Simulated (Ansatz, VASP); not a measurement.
## MgGaPSe: VASP beside Ansatz

One calculation is typed for both programs; each brings its own data sets and cutoff. How far apart do they land? The cell is invented: As first built, before any earlier steps moved the atoms (in the runner's words): it takes the ZnGaPS structure with some of its atoms replaced by other elements, volume scaled by an estimate. It may not be a known or stable phase. The cell is taken from a series of runs on this material, whose earlier steps may have relaxed, scaled, displaced or heated it; both programs get it as it stands.

Method: plane waves, with VASP 6.6.1 beside it; electric field gradients at PBEsol with D3(BJ) and dielectric response at PBEsol with D3(BJ), in Ansatz 0.2.0.

## Step 1: Set-up

The structure is monoclinic, space group Cm (No. 8). Conventional cell: a = 6.792 Å, b = 3.921 Å, c = 7.065 Å, α = 90.00°, β = 108.66°, γ = 90.00°. Nearest to Se lie 1 Ga at 2.45 Å and 3 Mg at 2.50 Å. Nearest to Ga lie 3 P at 2.37 Å and 1 Se at 2.45 Å. Nearest to P lie 3 Ga at 2.37 Å and 1 Mg at 2.50 Å. Nearest to Mg lie 3 Se at 2.50 Å and 1 P at 2.50 Å. As first built, before any earlier steps moved the atoms (in the runner's words): sites of the ZnGaPS structure (space group 160) filled with other elements, volume scaled by an estimate. Farther neighbours and most contacts between anions are not listed.

## Step 2: Ansatz: electric field gradients, PBEsol with D3(BJ)

Ansatz runs on its default PAW (the set named soft_2) files.

Field gradients test the density near the nuclei, where the PAW reconstruction matters most.

Input file input.yaml:

```yaml
crystal:
  lattice:
    - [3.3957904926, -1.9605671365, 0.0002746655]
    - [3.3957904926, 1.9605671365, 0.0002746655]
    - [-2.261312742, 0.0, 6.693726781]
  atoms:
    - { symbol: Se, position: [0.6164393817, 0.6164393817, 0.8592685506] }
    - { symbol: Ga, position: [0.4952956285, 0.4952956285, 0.4928603086] }
    - { symbol: P, position: [0.1278096726, 0.1278096726, 0.3902155306] }
    - { symbol: Mg, position: [0.0021781652, 0.0021781652, 0.0167696102] }
hamiltonian:
  xc: pbesol
  pseudopotentials: { kind: paw }
  dispersion: d3bj
kpoints:
  mp_grid: { grid: [6, 6, 3] }
scf:
  occupations: { method: fermi_dirac, width: 0.05 }
  n_extra_bands: 5
output:
  forces: true
  stress: true
  eigenvalues: true
  efg: {}
  write_density: true
  write_potential: true
  elf: true
  volumetric_format: npy
```

Command:

```console
> ansatz run input.yaml --threads 2 --pin off --max-ram 4608MiB --backend cpu --events-out ev --progress --plain --runs-dir out
```

Numbers of over 12 decimals in the logs are rounded to 6 here.

What it wrote:

```text
scf.n_extra_bands = 5 over 22 filled bands (N_el = 44.0): the run solves 27 bands
Engine: ansatz 0.2.0, aarch64-unknown-linux-gnu
Pseudopotentials: kind: paw
Pseudopotential: Se, paw, valence charge 16, recommended cutoff 420 eV (normal), Se.paw.azcp
Pseudopotential: Ga, paw, valence charge 13, recommended cutoff 420 eV (normal), Ga.paw.azcp
Pseudopotential: P, paw, valence charge 5, recommended cutoff 420 eV (normal), P.paw.azcp
Pseudopotential: Mg, paw, valence charge 10, recommended cutoff 420 eV (normal), Mg.paw.azcp
Functional definition: PBEsol
  exchange = pbesol_x
  correlation = pbesol_c
Crystal: 4 atoms, lattice volume = 89.132 Å³
Basis set: ecut = 420 eV, 1745 PW (Γ), exchange–correlation on 54×54×96 points (8 copies of the dense FFT grid, shifted against one another)
Bands: 27, of which v1, the nominal top of the filled ones, is band 22 counted from 1 (21 counted from 0)
Symmetry: 2 space group operations
Space group: Cm (ITA 8), of the structure as read, at distance tolerance 4.5e-5 Å
k-points: 34 of 108 (time reversal used)
Non-local potential: Se, projectors of the file, l = 0: 2, l = 1: 2, l = 2: 3, l = 3: 1
Non-local potential: Ga, projectors of the file, l = 0: 2, l = 1: 2, l = 2: 3, l = 3: 1
Non-local potential: P, projectors of the file, l = 0: 2, l = 1: 2, l = 2: 2
Non-local potential: Mg, projectors of the file, l = 0: 3, l = 1: 2, l = 2: 1
PAW form: soft (Blöchl's): semilocal exchange-correlation on the pseudo side does not see the compensation charge
PAW frozen core: Se, regenerated for the run's functional, and the local potential with it (the file was generated under x = pbe(κ = 0.804, μ = 0.219515), c = pbe(β = 0.066725))
PAW frozen core: Ga, regenerated for the run's functional, and the local potential with it (the file was generated under x = pbe(κ = 0.804, μ = 0.219515), c = pbe(β = 0.066725))
PAW frozen core: P, regenerated for the run's functional, and the local potential with it (the file was generated under x = pbe(κ = 0.804, μ = 0.219515), c = pbe(β = 0.066725))
PAW frozen core: Mg, regenerated for the run's functional, and the local potential with it (the file was generated under x = pbe(κ = 0.804, μ = 0.219515), c = pbe(β = 0.066725))
PAW one-centre angular grid: Se, 590 points (default); XC on 64 Gauss nodes
PAW one-centre angular grid: Ga, 590 points (default); XC on 64 Gauss nodes
PAW one-centre angular grid: P, 110 points (default); XC on 64 Gauss nodes
PAW one-centre angular grid: Mg, 110 points (default); XC on 64 Gauss nodes
Initial density: superposition of atomic densities (neutral atoms: chi_scale 0, normalization atom), corrected by the library's trained network
Initial wavefunctions: pseudopotential atomic-orbital guess
Functional: x = pbesol(κ = 0.804, μ = 0.123457), c = pbesol(β = 0.046)
SCF iter   1: F=—  HF=-11823.396490 eV  |F-HF|=—  |Δ(HF+E_count)|=         —  Δρ=3.45e-3  dr2=1.78e-2  ethr=1.77e-3  ⟨swp⟩=6.2  Hψ=4233  notcnv=0
preconditioner: auto → Resta (q_TF=auto, 2.425 Å⁻¹)  ε∞=3.4  [insulator: Δε(μ)=1.519 eV  Ē_g=12.969 eV  σ=0.050 eV  W_gap=1.00  n_scr=28 (ndim 8)  ℏωp=20.1 eV  f_vac=0.039  D(μ)=0.00/eV (n_scr^D=0)  ε∞_Penn≈3.4]
SCF iter   2: F=—  HF=-11823.389542 eV  |F-HF|=—  |Δ(HF+E_count)|=   6.95e-3  Δρ=1.63e-3  dr2=3.23e-3  ethr=4.04e-5  ⟨swp⟩=2.0  Hψ=1400  notcnv=0
SCF iter   3: F=—  HF=-11823.388956 eV  |F-HF|=—  |Δ(HF+E_count)|=   5.87e-4  Δρ=5.77e-4  dr2=2.81e-4  ethr=7.35e-6  ⟨swp⟩=2.0  Hψ=1335  notcnv=0
SCF iter   4: F=—  HF=-11823.388850 eV  |F-HF|=—  |Δ(HF+E_count)|=   1.06e-4  Δρ=2.47e-4  dr2=8.47e-5  ethr=6.39e-7  ⟨swp⟩=2.0  Hψ=1331  notcnv=0
SCF iter   5: F=—  HF=-11823.388854 eV  |F-HF|=—  |Δ(HF+E_count)|=   4.27e-6  Δρ=7.83e-5  dr2=8.43e-6  ethr=1.92e-7  ⟨swp⟩=2.0  Hψ=1314  notcnv=0
SCF iter   6: F=—  HF=-11823.388860 eV  |F-HF|=—  |Δ(HF+E_count)|=   5.42e-6  Δρ=2.06e-5  dr2=4.34e-7  ethr=1.91e-8  ⟨swp⟩=2.0  Hψ=1350  notcnv=0
SCF iter   7: F=-11823.388860 eV  HF=-11823.388860 eV  |F-HF|=3.37e-8  |Δ(HF+E_count)|=   6.05e-7  Δρ=5.02e-6  dr2=2.66e-8  ethr=2.27e-10  ⟨swp⟩=13.5  Hψ=7264  notcnv=0
SCF 1 converged in 7 iterations: F = -11823.388860 eV  dr2 = 2.66e-8
  greatest PAW one-centre occupation: 1.000 electrons in one spin orbital (limit 2), on the Mg atom at site 3 (counted from 0), in its partial waves of l = 0
SCF converged after 7 iterations
Free energy (F): -11823.388860 eV
Harris-Foulkes:  -11823.388860 eV  (|F-HF|=3.37e-8)
Internal energy: -11823.388860 eV  (E = F + TS)
E sigma→0 (E₀):  -11823.388860 eV
Entropy (-TS):   -0.000000 eV (-0.000 meV/atom)
Fermi energy:    6.789175 eV
--- Per-component energies (eV) ---
  E_band       = -813.830137
  E_kinetic    = 382.874360
  E_local      = -6707.146297  (includes V_loc(G=0)·N_el)
  E_nonlocal   = -36.939916
  E_hartree    = 3014.872086
  E_xc         = -262.731592
  E_vxc        = -255.708379  (∫ρ·V_xc dr)
  E_paw        = -4652.230851  (= ΣΔE_a)
  E_vpaw       = -226.658754  (= ΣTr[D̂ρ^β])
  E_aug_tail   = -0.000696  (compensation charges beyond the density's cutoff)
  E_ewald      = -3562.951004
  E_disp       = -1.111336  (pairwise vdW)
  E_core_change = 1.976387  (= ΣΔE_core)
  E_smearing   = -0.000000  (= −TS)
  E_closure    = -0.000000  (closes the sum)
  Σ components = -11823.388860   (vs F -11823.388860, Δ=0.00e0)
--- Forces (eV/Å), atoms counted from 1 ---
  atom   1  Se     0.00105307    -0.00000000    -0.00504693
  atom   2  Ga    -0.00072853     0.00000000     0.01165093
  atom   3  P     -0.00278841    -0.00000000    -0.01155308
  atom   4  Mg     0.00246435     0.00000000     0.00500826
  max |Σ_I F_I| component: 5.92e-5 eV/Å
--- Stress (GPa, compression-positive) ---
        0.123179       0.000000      -0.004004
        0.000000       0.121640      -0.000000
       -0.004004      -0.000000       0.030062
  P = ⅓ Tr σ = 0.0916 GPa (0.916 kbar)
--- PAW observables at the nuclei: V_zz in 10²¹ V/m², potentials from the cell's mean, atoms counted from 1 ---
  atom   1  Se V_zz =   +17.166659   η = 0.0010   by run symmetry: allowed
            electrostatic potential = -4708.663451 V   contact ρ = none
  atom   2  Ga V_zz =    +6.227317   η = 0.0023   by run symmetry: allowed
            electrostatic potential = -4128.711504 V   contact ρ = none
  atom   3  P  V_zz =    -5.198284   η = 0.0041   by run symmetry: allowed
            electrostatic potential = -1493.376534 V   contact ρ = none
  atom   4  Mg V_zz =    -1.051501   η = 0.0055   by run symmetry: allowed
            electrostatic potential = -1101.041113 V   contact ρ = none
--- Band table (eV; the first three rows and the last of 34) ---
  k-point 0: bands = [... 18 lower, 5.1893, 5.7945, 5.9955, 5.9960, 7.5312, 9.1233, 10.6336, 10.6347, ... 1 higher]
  k-point 1: bands = [... 18 lower, 5.2294, 5.2316, 5.9146, 5.9167, 8.0266, 10.1455, 10.8131, 10.8152, ... 1 higher]
  k-point 2: bands = [... 18 lower, 4.4033, 4.9182, 5.5874, 5.6003, 8.8323, 9.7931, 10.8676, 11.4794, ... 1 higher]
  k-point 33: bands = [... 18 lower, 3.1273, 4.1414, 4.5403, 4.9018, 8.4135, 9.2474, 10.6241, 11.4649, ... 1 higher]
```

In the SCF lines HF is the Harris–Foulkes energy and dr2 the Hartree energy of the density residual, in eV; the loop may stop once dr2 is under the threshold and the program's other checks hold. Hψ counts applications of the Hamiltonian.

The run ends at a pressure of 0.09 GPa, with forces up to 0.012 eV/Å.

[end of part 1 of 3]

[Lines on the potential files, build, host, timing and source positions are cut from VASP's logs without a mark.]

[Logs are printed without paths, hosts, clocks, repeated set-up lines and the standing remarks that a program may print on its own settings, such as how far it seeks lower states.]

[Hosts, paths, dates, database ids (printed as entryN), source tags and the programs' standing remarks are cut or masked in the printed files.]
